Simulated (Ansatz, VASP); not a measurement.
# Cross-check of W8S (W(110)-c(2x2)-S, longbridge site) between VASP and Ansatz, part 2 of 2

Wanted: the spread between two codes on one cell, functional and k mesh. Of the first pair: The structure shown is the start of the Ansatz relaxation below; VASP solves that cell, so the two are compared at the walk's first step.

VASP 6.6.1 and Ansatz 0.2.0.

So far: Set-up; Ansatz: relaxation, PBE; VASP: single point, PBE, start cell, pair 1.

## (4) Differences

Known differences besides the potentials themselves: the data sets hold 118 valence electrons in Ansatz (on its default PAW (the set named soft_2) files) and 54 in VASP; the cutoff is 420 eV in Ansatz and 520 eV in VASP. Total energies have different zeros and are not compared.

Forces (eV/Å; atoms numbered as in POSCAR):

```
atom        Ansatz x, y, z          VASP x, y, z
  W1   0.000, 0.000, 0.167   0.000, 0.000, 0.343
  W2   0.000, 0.000, 0.570   0.000, 0.000, 0.744
  W3  0.000, 0.000, -0.331  0.000, 0.000, -0.357
  W4  0.000, 0.000, -0.927  0.000, 0.000, -0.954
  W5  0.000, 0.000, -0.139  0.000, 0.000, -0.118
  W6   0.000, 0.000, 0.877   0.000, 0.000, 0.911
  W7   0.000, 0.000, 2.394   0.000, 0.000, 2.258
  W8   0.000, 0.000, 1.152   0.000, 0.000, 0.988
  S9  0.000, 0.000, -3.764  0.000, 0.000, -3.815
```

The forces differ by 65 meV/Å r.m.s., which is 7.0 % of the r.m.s. force of 0.927 eV/Å (both taken over all components). With vacuum in the cell, a pressure given here is an average over mostly empty space and none of the material.

## (5) What the set-up changes

Further runs change the set-up of one program: Ansatz's method, potentials or start, or VASP's data sets, cutoff or form of LDA. The table gives that difference for each run.

```csv
run,r.m.s. force difference (meV/Å)
as above,65
VASP with the data sets W_sv and S and a cutoff of 400 eV,11
```

## (6) Ansatz: relaxation, PBE

This run makes the geometry at which the two programs are then compared.

The structure compared here is the end of the Ansatz relaxation.

The input, input.yaml:

```yaml
crystal:
  lattice:
    - [4.4689148571, 0.0, 0.0]
    - [0.0, 3.16, 0.0]
    - [0.0, 0.0, 25.9209511456]
  atoms:
    - { symbol: W, position: [0.0, 0.0, 0.3279200656] }
    - { symbol: W, position: [0.5, 0.5, 0.3279200656] }
    - { symbol: W, position: [0.0, 0.5, 0.4141228217] }
    - { symbol: W, position: [0.5, 0.0, 0.4141228217] }
    - { symbol: W, position: [0.0, 0.0, 0.5003255777] }
    - { symbol: W, position: [0.5, 0.5, 0.5003255777] }
    - { symbol: W, position: [0.0, 0.5, 0.5865283338] }
    - { symbol: W, position: [0.5, 0.0, 0.5865283338] }
    - { symbol: S, position: [0.0, 0.0, 0.6720799344] }
kpoints:
  mp_grid: { grid: [6, 9, 1] }
hamiltonian:
  xc: pbe
scf:
  occupations: { method: fermi_dirac, width: 0.1 }
  convergence: { dr2_threshold: 1.0e-08 }
efield:
  axis: 3
  dipole_correction: true
  ramp_position: 0.97
  ramp_width: 0.06
relax:
  f_tol: 0.015
  max_steps: 90
  constraints: [{ sites: [0, 1, 2, 3] }]
output:
  write_potential: true
  write_density: true
  volumetric_format: npy
```

The run is started by

```console
> ansatz run input.yaml --threads 2 --pin off --max-ram 3072MiB --backend cpu --events-out ev --progress --plain --runs-dir out
```

Numbers of over 12 decimals in the logs are rounded to 6 here.

Log:

```text
[...]
Crystal: 9 atoms, lattice volume = 366.050 Å³
Basis set: ecut = 420 eV, 7163 PW (Γ), exchange–correlation on 60×48×360 points (8 copies of the dense FFT grid, shifted against one another)
Bands: 71, of which v1, the nominal top of the filled ones, is band 59 counted from 1 (58 counted from 0)
Symmetry: 4 space group operations
[...]
- { symbol: W, position: [0.500000, 0.500000, 0.3279200656] }
    - { symbol: W, position: [0.0, 0.500000, 0.414123] }
    - { symbol: W, position: [0.500000, 0.0, 0.414123] }
    - { symbol: W, position: [0.0, 0.0, 0.499551] }
    - { symbol: W, position: [0.500000, 0.500000, 0.503428] }
    - { symbol: W, position: [0.0, 0.500000, 0.586174] }
    - { symbol: W, position: [0.500000, 0.0, 0.589981] }
    - { symbol: S, position: [0.0, 0.0, 0.655168] }
[key lines of the parts left out:]
SCF converged after 5 iterations
Free energy (F): -83977.745905 eV
Fermi energy:    5.395247 eV
Dipole field:    D = 0.007406 V/Å  (p = 0.014983 e·Å, saw-weighted, corrected)
Work function:   Φ+ = 4.7189 eV   Φ− = 4.9109 eV
```

## (7) VASP: single point, PBE, relaxed cell, pair 2

The same cell, functional, mesh and smearing now go to VASP, with its own data sets.

The input, INCAR:

```
SYSTEM = W8S
PREC = Accurate
ENCUT = 520
EDIFF = 1E-06
NELM = 120
ISMEAR = -1
SIGMA = 0.1
LREAL = .FALSE.
ALGO = Normal
GGA = PE
NBANDS = 36
LASPH = .TRUE.
LORBIT = 11
LWAVE = .FALSE.
LCHARG = .FALSE.
ISIF = 2
LDIPOL = .TRUE.
IDIPOL = 3
DIPOL = 0.5 0.5 0.48
LVHAR = .TRUE.
GGA_COMPAT = .FALSE.
NELMDL = -8
KPAR = 2
```

The input, POSCAR:

```
W8S
1.0
    4.4689148571      0.0000000000      0.0000000000
    0.0000000000      3.1600000000      0.0000000000
    0.0000000000      0.0000000000     25.9209511456
W S
8 1
Direct
    0.0000000000      0.0000000000      0.3279200656
    0.5000000000      0.5000000000      0.3279200656
    0.0000000000      0.5000000000      0.4141228217
    0.5000000000      0.0000000000      0.4141228217
    0.0000000000      0.0000000000      0.4995513161
    0.5000000000      0.5000000000      0.5034277569
    0.0000000000      0.5000000000      0.5861741970
    0.5000000000      0.0000000000      0.5899814448
    0.0000000000      0.0000000000      0.6551680857
```

The input, KPOINTS:

```
Automatic mesh
0
Gamma
6 9 1
0 0 0
```

PAW data sets: W and S (PBE family, release 64).

The run is started by

```console
> mpirun -np 2 vasp_std
```

Log:

```text
[... set-up lines as in an earlier step ...]
 entering main loop
       N       E                     dE             d eps       ncg     rms          rms(c)
DAV:   1     0.303199612352E+03    0.30320E+03   -0.20486E+04  1440   0.120E+03
DAV:   2    -0.730357931321E+02   -0.37624E+03   -0.36111E+03  2068   0.267E+02
DAV:   3    -0.109197531141E+03   -0.36162E+02   -0.35150E+02  1720   0.795E+01
DAV:   4    -0.111474766915E+03   -0.22772E+01   -0.22302E+01  2292   0.179E+01
[...]
DAV:  31    -0.105340914545E+03   -0.36169E-05   -0.39696E-07  1072   0.168E-03    0.171E-03
DAV:  32    -0.105340915884E+03   -0.13388E-05   -0.16217E-07   972   0.134E-03    0.133E-03
DAV:  33    -0.105340916816E+03   -0.93174E-06   -0.17880E-07   980   0.808E-04
   1 F= -.10534092E+03 E0= -.10525054E+03  d E =-.180754E+00
```

OUTCAR, selected parts (step 7):

```text
  Total       -7.7224982     -3.7040730     -4.0494966      0.0000000      0.0000000      0.0000000
  in kB      -33.8009030    -16.2125011    -17.7243994      0.0000000      0.0000000      0.0000000
  external PRESSURE =     -22.5792679 kB  Pullay stress =       0.0000000 kB

 POSITION                                       TOTAL-FORCE (eV/Angst)
 -----------------------------------------------------------------------------------
      0.00000      0.00000      8.50000         0.000000      0.000000      0.291820
      2.23446      1.58000      8.50000         0.000000      0.000000      0.836352
      0.00000      1.58000     10.73446         0.000000      0.000000     -0.117441
      2.23446      0.00000     10.73446         0.000000      0.000000     -0.726730
      0.00000      0.00000     12.94885         0.000000      0.000000     -0.014073
      2.23446      1.58000     13.04933         0.000000      0.000000      0.048404
      0.00000      1.58000     15.19419         0.000000      0.000000     -0.117316
      2.23446      0.00000     15.29288         0.000000      0.000000     -0.148716
      0.00000      0.00000     16.98258         0.000000      0.000000     -0.052300
 -----------------------------------------------------------------------------------
    total drift:                                0.000000      0.000000     -0.000181

  FREE ENERGIE OF THE ION-ELECTRON SYSTEM (eV)
  ---------------------------------------------------
  free  energy   TOTEN  =      -105.3409168156 eV

  energy  without entropy=     -105.1601624209  energy(sigma->0) =     -105.25053962

[... 2 parts as in an earlier step ...]

[... 1 further part left out ...]
[key lines of the parts left out:]
E-fermi :   0.1886
```

## (8) Comparison

What differs besides the data sets and the points named for the pairs above, as far as they apply: the data sets hold 118 valence electrons in Ansatz (on its default PAW (the set named soft_2) files) and 54 in VASP. Total energies have different zeros and are not compared.

The two programs side by side:

| quantity | Ansatz | VASP | difference |
| --- | --- | --- | --- |
| work function, lower of the two faces (eV) | 4.72 | 4.71 | +0.01 |
| work function, higher of the two faces (eV) | 4.91 | 4.93 | -0.01 |

Forces (eV/Å; atoms numbered as in POSCAR):

```csv
atom,"Ansatz x, y, z","VASP x, y, z"
W1,"0.000, 0.000, 0.117","0.000, 0.000, 0.292"
W2,"0.000, 0.000, 0.656","0.000, 0.000, 0.836"
W3,"0.000, 0.000, -0.105","0.000, 0.000, -0.117"
W4,"0.000, 0.000, -0.668","0.000, 0.000, -0.727"
W5,"0.000, 0.000, 0.001","0.000, 0.000, -0.014"
W6,"0.000, 0.000, -0.004","0.000, 0.000, 0.048"
W7,"0.000, 0.000, 0.004","0.000, 0.000, -0.117"
W8,"0.000, 0.000, 0.001","0.000, 0.000, -0.149"
S9,"0.000, 0.000, -0.003","0.000, 0.000, -0.052"
```

The forces differ by 64 meV/Å r.m.s., which is 28.2 % of the r.m.s. force of 0.225 eV/Å (both taken over all components). With vacuum in the cell, a pressure given here is an average over mostly empty space and none of the material.

## (9) VASP: single point, PBE, pair 3

A single point gives forces, pressure and levels at one fixed geometry, so differences don't come from the geometry; what else differs is listed under the comparison.

Edit INCAR of step 7 so:

```diff
@@ -6,3 +6,3 @@
 ISMEAR = -1
-SIGMA = 0.1
+SIGMA = 0.05
 LREAL = .FALSE.
```

POSCAR is that of step 7.

The input, KPOINTS:

```
Automatic mesh
0
Gamma
14 20 1
0 0 0
```

The run is started by

```console
> mpirun -np 2 vasp_std
```

Log:

```text
[... set-up lines as in an earlier step ...]
 entering main loop
       N       E                     dE             d eps       ncg     rms          rms(c)
DAV:   1     0.299242106441E+03    0.29924E+03   -0.20461E+04  6336   0.120E+03
DAV:   2    -0.729531605316E+02   -0.37220E+03   -0.35602E+03  9048   0.265E+02
DAV:   3    -0.109142447634E+03   -0.36189E+02   -0.35092E+02  7592   0.792E+01
DAV:   4    -0.111423551000E+03   -0.22811E+01   -0.22388E+01 10036   0.180E+01
[...]
DAV:  30    -0.105284945510E+03   -0.40963E-05   -0.58941E-07  4712   0.335E-03    0.202E-03
DAV:  31    -0.105284946884E+03   -0.13737E-05   -0.39280E-07  4616   0.241E-03    0.217E-03
DAV:  32    -0.105284947875E+03   -0.99137E-06   -0.17196E-07  4224   0.201E-03
   1 F= -.10528495E+03 E0= -.10526475E+03  d E =-.403875E-01
```

OUTCAR, selected parts (step 9):

```text
  Total       -7.7797381     -3.6703563     -4.0440393      0.0000000      0.0000000      0.0000000
  in kB      -34.0514383    -16.0649253    -17.7005130      0.0000000      0.0000000      0.0000000
  external PRESSURE =     -22.6056256 kB  Pullay stress =       0.0000000 kB

 POSITION                                       TOTAL-FORCE (eV/Angst)
 -----------------------------------------------------------------------------------
      0.00000      0.00000      8.50000         0.000000      0.000000      0.265595
      2.23446      1.58000      8.50000         0.000000      0.000000      0.890569
      0.00000      1.58000     10.73446         0.000000      0.000000     -0.132302
      2.23446      0.00000     10.73446         0.000000      0.000000     -0.798127
      0.00000      0.00000     12.94885         0.000000      0.000000      0.038721
      2.23446      1.58000     13.04933         0.000000      0.000000      0.067578
      0.00000      1.58000     15.19419         0.000000      0.000000     -0.106566
      2.23446      0.00000     15.29288         0.000000      0.000000     -0.154239
      0.00000      0.00000     16.98258         0.000000      0.000000     -0.071229
 -----------------------------------------------------------------------------------
    total drift:                                0.000000      0.000000     -0.000330

  FREE ENERGIE OF THE ION-ELECTRON SYSTEM (eV)
  ---------------------------------------------------
  free  energy   TOTEN  =      -105.2849478750 eV

  energy  without entropy=     -105.2445603486  energy(sigma->0) =     -105.26475411

[... 1 part as in an earlier step ...]

[... 2 further parts left out ...]
[key lines of the parts left out:]
E-fermi :   0.1958
```

## (10) Ansatz: single point, PBE, pair 3

The same cell, functional, mesh and smearing now go to Ansatz, which takes its cutoff from its data sets.

The cell is taken from a series of runs on this material, whose earlier steps may have relaxed, scaled, displaced or heated it; both programs get it as it stands.

The input, input.yaml:

```yaml
crystal:
  lattice:
    - [4.4689148571, 0.0, 0.0]
    - [0.0, 3.16, 0.0]
    - [0.0, 0.0, 25.9209511456]
  atoms:
    - { symbol: W, position: [0.0, 0.0, 0.3279200656] }
    - { symbol: W, position: [0.5, 0.5, 0.3279200656] }
    - { symbol: W, position: [0.0, 0.5, 0.4141228217] }
    - { symbol: W, position: [0.5, 0.0, 0.4141228217] }
    - { symbol: W, position: [0.0, 0.0, 0.4995513161] }
    - { symbol: W, position: [0.5, 0.5, 0.5034277569] }
    - { symbol: W, position: [0.0, 0.5, 0.586174197] }
    - { symbol: W, position: [0.5, 0.0, 0.5899814448] }
    - { symbol: S, position: [0.0, 0.0, 0.6551680857] }
kpoints:
  mp_grid: { grid: [14, 20, 1] }
hamiltonian:
  xc: pbe
scf:
  occupations: { method: fermi_dirac, width: 0.05 }
  convergence: { dr2_threshold: 1.0e-09 }
  n_extra_bands: 20
efield:
  axis: 3
  dipole_correction: true
  ramp_position: 0.97
  ramp_width: 0.06
output:
  band_densities:
    - { e_range: [-0.3, 0] }
    - { e_range: [-1.0, 0] }
    - { e_range: [-2.0, 0] }
    - { e_range: [0, 0.3] }
    - { e_range: [0, 1.0] }
    - { e_range: [0, 2.0] }
    - { e_range: [-2.0, -1.8] }
    - { e_range: [-1.8, -1.6] }
    - { e_range: [-1.6, -1.4] }
    - { e_range: [-1.4, -1.2] }
    - { e_range: [-1.2, -1.0] }
    - { e_range: [-1.0, -0.8] }
    - { e_range: [-0.8, -0.6] }
    - { e_range: [-0.6, -0.4] }
    - { e_range: [-0.4, -0.2] }
    - { e_range: [-0.2, 0.0] }
    - { e_range: [0.0, 0.2] }
    - { e_range: [0.2, 0.4] }
    - { e_range: [0.4, 0.6] }
    - { e_range: [0.6, 0.8] }
    - { e_range: [0.8, 1.0] }
    - { e_range: [1.0, 1.2] }
    - { e_range: [1.2, 1.4] }
    - { e_range: [1.4, 1.6] }
    - { e_range: [1.6, 1.8] }
    - { e_range: [1.8, 2.0] }
  band_residual_tolerance: 0.0001
  dos: { projected: true, e_range: [-5, 4] }
  write_potential: true
  write_density: true
  volumetric_format: npy
```

The run is started by

```console
> ansatz run input.yaml --threads 2 --pin off --max-ram 3072MiB --backend cpu --events-out ev --progress --plain --runs-dir out
```

Log:

```text
[...]
Crystal: 9 atoms, lattice volume = 366.050 Å³
Basis set: ecut = 420 eV, 7163 PW (Γ)
Bands: 79, of which v1, the nominal top of the filled ones, is band 59 counted from 1 (58 counted from 0)
Symmetry: 4 space group operations
[...]
k-points: 88 of 280
[...]
e_range: [1.2, 1.4]                           1.792857             3.7e-5           0
  e_range: [1.4, 1.6]                           1.750000             3.5e-5           0
  e_range: [1.6, 1.8]                           2.014286             3.4e-5           0
  e_range: [1.8, 2]                             1.800000             3.5e-5           0
[key lines of the parts left out:]
SCF converged after 11 iterations
Free energy (F): -83977.690432 eV
Fermi energy:    5.402731 eV
Dipole field:    D = 0.009537 V/Å  (p = 0.019293 e·Å, saw-weighted, corrected)
Work function:   Φ+ = 4.6864 eV   Φ− = 4.9336 eV
```

## (11) Side by side

What differs besides the data sets and the points named for the pairs above, as far as they apply: the data sets hold 118 valence electrons in Ansatz (on its default PAW (the set named soft_2) files) and 54 in VASP. Total energies have different zeros and are not compared.

Both answers:

```
                                   quantity  Ansatz  VASP  difference
 work function, lower of the two faces (eV)    4.69  4.67       +0.01
work function, higher of the two faces (eV)    4.93  4.95       -0.01
```

With vacuum in the cell, a pressure given here is an average over mostly empty space and none of the material.

## (12) Outcome

| Quantity | Value |
| --- | --- |
| r.m.s. force difference (single point, PBE, start cell, pair 1) | 7.0 % of the r.m.s. force |
| r.m.s. force difference (single point, PBE, relaxed cell, pair 2) | 28 % of the r.m.s. force |
| difference in work function, lower of the two faces (single point, PBE, pair 3) | 0.014 eV |

**Reading.** The r.m.s. force difference is 28 % of the r.m.s. force (single point, PBE, relaxed cell, pair 2), beyond the 3 % picked in this series as the mark of a large difference. The data sets hold unlike numbers of valence electrons (118 in Ansatz and 54 in VASP), so part of the differences comes from the potentials. Single point, PBE, start cell, pair 1, VASP with the data sets W_sv and S and a cutoff of 400 eV: r.m.s. force difference goes from 65 to 11 meV/Å. What causes the difference of the single point, PBE, relaxed cell, pair 2 pair stays open here. Such differences can come from data sets, numerical settings and the points named under the comparisons, not from the functional's error against experiment.

[Lines on the potential files, build, host, timing and source positions are cut from VASP's logs without a mark.]

[Logs are printed without paths, hosts, clocks, repeated set-up lines and the standing remarks that a program may print on its own settings, such as how far it seeks lower states.]

[Hosts, paths, dates, database ids (printed as entryN), source tags and the programs' standing remarks are cut or masked in the printed files.]
